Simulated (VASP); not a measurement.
MgO:

```
CELL_PARAMETERS angstrom
0.00000 2.12205 2.12205
2.12205 0.00000 2.12205
2.12205 2.12205 0.00000
ATOMIC_POSITIONS crystal
Mg 0.00000 0.00000 0.00000
O 0.50000 0.50000 0.50000
```

The cell is a database's computed one.

Base run:

| Item | Value |
| --- | --- |
| Program | VASP 6.6.1 |
| Functional | PBEsol |
| Potentials or basis | VASP PAW PBE potentials, release 64 (Mg, O) |
| Cutoff | 450 eV |
| k mesh | 14 × 14 × 14 |
| Occupations | gaussian, width 0.02 eV |
| Spin | no spin polarisation |

Its results: band gap on the k mesh 4.42 eV, direct.

The run is repeated on the same cell with these changes: functional from PBEsol to PBE. What comes out?

Band gap on the k mesh 4.51 eV, direct.
